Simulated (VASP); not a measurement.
# Ti2BN (P4/mmm) in VASP: further runs, part 2 of 2

VASP 6.6.1. Earlier steps stand in the parts before.

## (4) Relaxation of cell and atoms, PBE

This run uses another cell than the first one: it holds 8 atoms, not 4.

Contents of INCAR:

```
SYSTEM = Ti2BN
PREC = Accurate
ENCUT = 520
EDIFF = 1E-7
ISMEAR = 0
SIGMA = 0.1
LREAL = .FALSE.
LASPH = .TRUE.
NELM = 120
ALGO = Normal
ISIF = 3
LWAVE = .FALSE.
LCHARG = .FALSE.
GGA = PE
IBRION = 2
NSW = 60
EDIFFG = -0.005
POTIM = 0.3
KPAR = 4
```

Contents of KPOINTS:

```
Automatic mesh
0
G
  10 10 10
  0 0 0
```

Contents of POSCAR:

```
Ti2BN                                   
1.0
    1.5703691500     -8.6121395432      0.0000000000
    1.5703691500      8.6121395432      0.0000000000
    0.0000000000      0.0000000000      3.0157659824
  Ti              B               N             
     4     2     2
Direct
     0.6925789815214024    0.3074210184785978    0.7500000000000000
     0.0720756542045634    0.9279243457954366    0.2500000000000000
     0.3074210184785978    0.6925789815214024    0.2500000000000000
     0.9279243457954366    0.0720756542045634    0.7500000000000000
     0.5272203553233044    0.4727796446766956    0.7500000000000000
     0.4727796446766956    0.5272203553233044    0.2500000000000000
     0.1889056689011165    0.8110943310988835    0.2500000000000000
     0.8110943310988835    0.1889056689011165    0.7500000000000000
```

Potentials or basis: VASP PAW PBE potentials, release 64 (Ti_sv, B, N).

Started as:

```bash
> cat potpaw_PBE.64/Ti_sv/POTCAR potpaw_PBE.64/B/POTCAR potpaw_PBE.64/N/POTCAR > POTCAR
> mpirun -np 4 vasp_std > vasp.out
```

OUTCAR:

```text
SYSTEM = Ti2BN
   PREC = Accurate
   ENCUT = 520
   EDIFF = 1E-7
   ISMEAR = 0
   LREAL = .FALSE.
   LASPH = .TRUE.
   NELM = 120
   ISIF = 3
   GGA = PE
   IBRION = 2
   NSW = 60
   EDIFFG = -0.005
   POTIM = 0.3

 ion  position               nearest neighbor table
   1  0.693  0.307  0.750-   8 2.04   7 2.18   7 2.18   7 2.18   7 2.18
   2  0.072  0.928  0.250-   7 2.01   5 2.31   5 2.31   5 2.31   5 2.31   6 2.32   6 2.32   4 2.90
                             4 2.90
   3  0.307  0.693  0.250-   7 2.04   8 2.18   8 2.18   8 2.18   8 2.18
   4  0.928  0.072  0.750-   8 2.01   6 2.31   6 2.31   6 2.31   6 2.31   5 2.32   5 2.32   2 2.90
                             2 2.90
   5  0.527  0.473  0.750-   6 1.78   6 1.78   2 2.31   2 2.31   2 2.31   2 2.31   4 2.32   4 2.32

   6  0.473  0.527  0.250-   5 1.78   5 1.78   4 2.31   4 2.31   4 2.31   4 2.31   2 2.32   2 2.32

   7  0.189  0.811  0.250-   2 2.01   3 2.04   1 2.18   1 2.18   1 2.18   1 2.18
   8  0.811  0.189  0.750-   4 2.01   1 2.04   3 2.18   3 2.18   3 2.18   3 2.18

  LATTYP: Found a base centered orthorhombic cell.
 ALAT       =     3.1407383000
 B/A-ratio  =     5.4841497257
 C/A-ratio  =     0.9602092547

  Lattice vectors:

 A1 = (   1.5703691500,  -8.6121395432,   0.0000000000)
 A2 = (   1.5703691500,   8.6121395432,   0.0000000000)
 A3 = (   0.0000000000,   0.0000000000,   3.0157659824)

Analysis of symmetry for initial positions (statically):
=====================================================================
 Subroutine PRICEL returns:
 Original cell was already a primitive cell.

 Routine SETGRP: Setting up the symmetry group for a
 base centered orthorhombic supercell.

 Subroutine GETGRP returns: Found  8 space group operations
[... 213 lines left out ...]
 -----------------------------------------------------------------------------------
    total drift:                                0.000000     -0.000000      0.000000

  FREE ENERGIE OF THE ION-ELECTRON SYSTEM (eV)
  ---------------------------------------------------
  free  energy   TOTEN  =       -72.0156763122 eV

  energy  without entropy=      -72.0014253913  energy(sigma->0) =      -72.00855085

--------------------------------------- Ionic step        2  -------------------------------------------

 number of electron      63.9999995 magnetization

 Free energy of the ion-electron system (eV)
  ---------------------------------------------------
  ext. energy  EPLUGINS =         0.00000000
  ---------------------------------------------------
  free energy    TOTEN  =       -72.01568169 eV

  energy without entropy =      -72.00143528  energy(sigma->0) =      -72.00855848

 E-fermi :  10.0379     XC(G=0): -12.5922

 val. band max:       10.0298016896   @ k =  -0.4000   0.1000   0.2000
 cond. band min:      10.0387812175   @ k =   0.4000   0.4000   0.2000
 fundamental gap:      0.0089795279
 Fermi energy:        10.0379157650

 k-point     1 :       0.0000    0.0000    0.0000
  band No.  band energies     occupation
      1     -47.5917      2.00000
      2     -47.5117      2.00000
      3     -46.5543      2.00000
      4     -46.5093      2.00000
      5     -23.8928      2.00000
      6     -23.8606      2.00000
[... 973 lines left out ...]
     37      11.4478      0.00000
     38      11.6299      0.00000

 [... further k-points ...]

------------------------ aborting loop because EDIFF is reached ----------------------------------------

  FORCE on cell =-STRESS in cart. coord.  units (eV):
  Direction    XX          YY          ZZ          XY          YZ          ZX
  --------------------------------------------------------------------------------------
  -------------------------------------------------------------------------------------
  Total        0.0001217      0.0026497      0.0039198      0.0000000      0.0000000      0.0000000
  in kB        0.0023913      0.0520459      0.0769926      0.0000000      0.0000000      0.0000000
  external PRESSURE =       0.0438100 kB  Pullay stress =       0.0000000 kB

 VOLUME and BASIS-vectors are now :
 -----------------------------------------------------------------------------
  energy-cutoff  :      520.00
  volume of cell :       81.57
      direct lattice vectors                 reciprocal lattice vectors
     1.570363733 -8.611393679  0.000000000     0.318397572 -0.058062611  0.000000000
     1.570363733  8.611393679  0.000000000     0.318397572  0.058062611  0.000000000
     0.000000000  0.000000000  3.015915040     0.000000000  0.000000000  0.331574327

 POSITION                                       TOTAL-FORCE (eV/Angst)
 -----------------------------------------------------------------------------------
      1.57036     -3.31680      2.26194         0.000000      0.000826      0.000000
      1.57036      7.36987      0.75398         0.000000     -0.002758     -0.000000
      1.57036      3.31680      0.75398         0.000000     -0.000826      0.000000
      1.57036     -7.36987      2.26194         0.000000      0.002758     -0.000000
      1.57036     -0.46864      2.26194         0.000000      0.002378     -0.000000
      1.57036      0.46864      0.75398         0.000000     -0.002378     -0.000000
      1.57036      5.35777      0.75398         0.000000     -0.003811     -0.000000
      1.57036     -5.35777      2.26194         0.000000      0.003811     -0.000000
 -----------------------------------------------------------------------------------
    total drift:                                0.000000     -0.000000     -0.000000

  FREE ENERGIE OF THE ION-ELECTRON SYSTEM (eV)
  ---------------------------------------------------
  free  energy   TOTEN  =       -72.0156816915 eV

  energy  without entropy=      -72.0014352771  energy(sigma->0) =      -72.00855848

 reached required accuracy - stopping structural energy minimisation
```

It took 9.9 min on 4 MPI ranks of Intel Xeon Platinum 8488C (Sapphire Rapids), shared host; peak memory 0.68 GiB.

Results:

```yaml
Free_energy: -72.0157 eV
Energy_gained_by_relaxing: 0.0 meV/atom
Ionic_steps: 2
Pressure_after_relaxing: 0.0 GPa
Largest_force_after_relaxing: 0.004 eV/Å
Band_gap_on_the_k_mesh: none (metal or under the smearing width)
```

Forces on the atoms (eV/Å):
```
Ti   0.000  0.001  0.000
Ti   0.000 -0.003  0.000
Ti   0.000 -0.001  0.000
Ti   0.000  0.003  0.000
B    0.000  0.002  0.000
B    0.000 -0.002  0.000
N    0.000 -0.004  0.000
N    0.000  0.004  0.000
```

Final structure:
```xyz
8
Lattice="1.5704 -8.6114 0.0000 1.5704 8.6114 0.0000 0.0000 0.0000 3.0159" Properties=species:S:1:pos:R:3 pbc="T T T"
Ti    1.5704   -3.3168    2.2619
Ti    1.5704    7.3699    0.7540
Ti    1.5704    3.3168    0.7540
Ti    1.5704   -7.3699    2.2619
B     1.5704   -0.4686    2.2619
B     1.5704    0.4686    0.7540
N     1.5704    5.3578    0.7540
N     1.5704   -5.3578    2.2619
```

## (5) Single point, r2SCAN

This run uses another cell than the first one: it holds 8 atoms, not 4.

Contents of INCAR:

```
SYSTEM = Ti2BN
ALGO = Normal
EDIFF = 1E-6
ENCUT = 520
ISIF = 2
ISMEAR = 0
KPAR = 4
LASPH = .True.
LCHARG = .False.
LMIXTAU = .True.
LREAL = .False.
LWAVE = .False.
METAGGA = R2SCAN
NBANDS = 42
NELM = 150
PREC = Accurate
SIGMA = 0.1
```

Contents of KPOINTS:

```
k-points
0
Gamma
  10 10 10
  0 0 0
```

Contents of POSCAR:

```
Ti2BN                                   
1.0
    1.5703637332     -8.6113936792      0.0000000000
    1.5703637332      8.6113936792      0.0000000000
    0.0000000000      0.0000000000      3.0159150397
  Ti              B               N             
     4     2     2
Direct
     0.6925817952468556    0.3074182047531444    0.7500000000000000
     0.0720858845241417    0.9279141154758583    0.2500000000000000
     0.3074182047531444    0.6925817952468556    0.2500000000000000
     0.9279141154758583    0.0720858845241417    0.7500000000000000
     0.5272105848263277    0.4727894151736723    0.7500000000000000
     0.4727894151736723    0.5272105848263277    0.2500000000000000
     0.1889140594588283    0.8110859405411717    0.2500000000000000
     0.8110859405411717    0.1889140594588283    0.7500000000000000
```

Started as:

```bash
> cat potpaw_PBE.64/Ti_sv/POTCAR potpaw_PBE.64/B/POTCAR potpaw_PBE.64/N/POTCAR > POTCAR
> mpirun -np 4 vasp_std > vasp.out
```

It took 29 min on 4 MPI ranks of Intel Xeon Platinum 8488C (Sapphire Rapids), shared host; peak memory 0.72 GiB.

It converged, with:

```yaml
Free_energy: -96.4161 eV
Pressure: -1.4 GPa
Largest_force: 0.097 eV/Å
Band_gap_on_the_k_mesh: none (metal or under the smearing width)
```

Forces on the atoms (eV/Å):
```
Ti   0.000  0.005  0.000
Ti   0.000  0.023  0.000
Ti   0.000 -0.005  0.000
Ti   0.000 -0.023  0.000
B    0.000 -0.097  0.000
B    0.000  0.097  0.000
N    0.000 -0.021  0.000
N    0.000  0.021  0.000
```

Stress tensor (GPa, compression positive):
```
-0.98  0.00  0.00
 0.00 -2.03  0.00
 0.00  0.00 -1.12
```

Levels at points of the mesh, in eV from the Fermi level:
```
           k point  band 29  band 30  band 31  band 32  band 33  band 34  band 35  band 36
(0.00, 0.00, 0.00)    -2.37    -2.20    -1.56    -1.09    -0.24    -0.15     0.26     0.77
(0.50, 0.00, 0.00)    -2.91    -1.99    -0.16     0.25     0.43     1.40     1.45     1.56
(0.50, 0.50, 0.00)    -2.34    -2.31    -1.77    -0.82    -0.40     0.04     0.27     0.76
(0.00, 0.00, 0.50)    -1.62    -1.62    -1.29    -1.29     1.47     1.47     1.85     1.85
(0.50, 0.00, 0.50)    -2.96    -2.96    -2.20    -2.20     1.19     1.19     2.07     2.07
(0.50, 0.50, 0.50)    -1.57    -1.57    -0.97    -0.97     1.09     1.09     1.16     1.16
```

Caveat: the PAW data sets were made with another functional, which shifts forces and pressure a little.

## (6) Relaxation of cell and atoms, PBE

This run uses another cell than the first one: it holds 8 atoms, not 4.

Contents of INCAR:

```
SYSTEM = Ti2BN
PREC = Accurate
ENCUT = 520
EDIFF = 1E-6
ISMEAR = 0
SIGMA = 0.1
LREAL = .FALSE.
LASPH = .TRUE.
NELM = 120
ALGO = Normal
ISIF = 3
LWAVE = .FALSE.
LCHARG = .FALSE.
GGA = PE
IBRION = 2
NSW = 90
EDIFFG = -0.01
KPAR = 4
```

Contents of KPOINTS:

```
Automatic mesh
0
G
  10 10 10
  0 0 0
```

Contents of POSCAR:

```
Ti2BN
1.0
   -2.1900000000      2.1900000000      4.3620000000
    2.1900000000     -2.1900000000      4.3620000000
    2.1900000000      2.1900000000     -4.3620000000
Ti B N
4 2 2
Direct
    0.7422054100      0.7422054100      0.0000000000
    0.0077945900      0.5077945900      0.5000000000
    0.4922054100      0.9922054100      0.5000000000
    0.2577945900      0.2577945900      0.0000000000
    0.7500000000      0.2500000000      0.5000000000
    0.0000000000      0.0000000000      0.0000000000
    0.5000000000      0.5000000000      0.0000000000
    0.2500000000      0.7500000000      0.5000000000
```

Potentials or basis: VASP PAW PBE potentials, release 64 (Ti_sv, B, N).

Started as:

```bash
> cat potpaw_PBE.64/Ti_sv/POTCAR potpaw_PBE.64/B/POTCAR potpaw_PBE.64/N/POTCAR > POTCAR
> mpirun -np 4 vasp_std > vasp.out
```

Run time: 6.9 min. Hardware: 4 MPI ranks of Intel Xeon Platinum 8488C (Sapphire Rapids), shared host; peak memory 0.43 GiB.

The run converged. Its results:

- Free energy: -70.5439 eV
- Relaxed volume: 10.42 Å³/atom
- Relaxed cell: a = 5.342 Å, b = 5.342 Å, c = 5.342 Å, α = 131.63°, β = 131.63°, γ = 70.81°
- Space group after relaxing (to 0.05 Å): I4_1/amd (No. 141)
- Energy gained by relaxing: 0.1 meV/atom
- Ionic steps: 5
- Pressure after relaxing: 0.0 GPa
- Band gap on the k mesh: none (metal or under the smearing width)

Step by step:
```
step  energy change (eV)  largest force (eV/Å)  pressure (GPa)  volume (Å³)
   1              0.0000                0.0254           -0.73        83.68
   2              0.0000                0.0044            0.80        83.10
   3             -0.0008                0.0151            0.03        83.39
   4             -0.0008                0.0149            0.03        83.38
   5             -0.0008                0.0013            0.02        83.40
```

Final structure:
```
Ti B N
1.0
    -2.18828    2.18828    4.35399
     2.18828   -2.18828    4.35399
     2.18828    2.18828   -4.35399
Ti B N
4 2 2
Direct
  0.74235 0.74235 0.00000
  0.00765 0.50765 0.50000
  0.49235 0.99235 0.50000
  0.25765 0.25765 0.00000
  0.75000 0.25000 0.50000
  0.00000 0.00000 0.00000
  0.50000 0.50000 0.00000
  0.25000 0.75000 0.50000
```

Levels at points of the mesh, in eV from the Fermi level:
| k point | band 29 | band 30 | band 31 | band 32 | band 33 | band 34 | band 35 | band 36 |
| --- | --- | --- | --- | --- | --- | --- | --- | --- |
| (0.00, 0.00, 0.00) | -0.29 | -0.29 | 0.47 | 0.47 | 0.55 | 1.06 | 1.06 | 1.49 |
| (0.50, 0.00, 0.00) | -2.22 | -1.45 | -1.32 | -0.83 | 0.89 | 0.95 | 1.96 | 2.24 |
| (0.50, 0.50, 0.00) | -2.50 | -2.50 | -1.91 | -1.91 | 1.90 | 1.90 | 2.47 | 2.47 |
| (0.50, 0.50, 0.50) | -0.74 | -0.74 | -0.32 | -0.32 | 0.10 | 0.10 | 1.42 | 1.42 |

## (7) The runs side by side

```csv
task,level,cell,k mesh,gap on the mesh (eV),pressure (GPa)
single point,r2SCAN,"P4/mmm, 10.42 Å³/atom",11 × 11 × 8,none,-0.9
relaxation of cell and atoms,PBE,relaxed,10 × 10 × 10,none,0.0
single point,r2SCAN,"Cmcm, 10.2 Å³/atom",10 × 10 × 10,none,-1.4
```

Alike in all rows: potentials or basis VASP PAW PBE potentials, release 64 (Ti_sv, B, N); no spin polarisation; cutoff (eV) 520; smearing gaussian 0.1 eV.

Caveats: the PAW data sets were made with another functional, which shifts forces and pressure a little (some runs).

Total energies depend on the potentials used, so only differences within one code and one set of settings carry meaning.
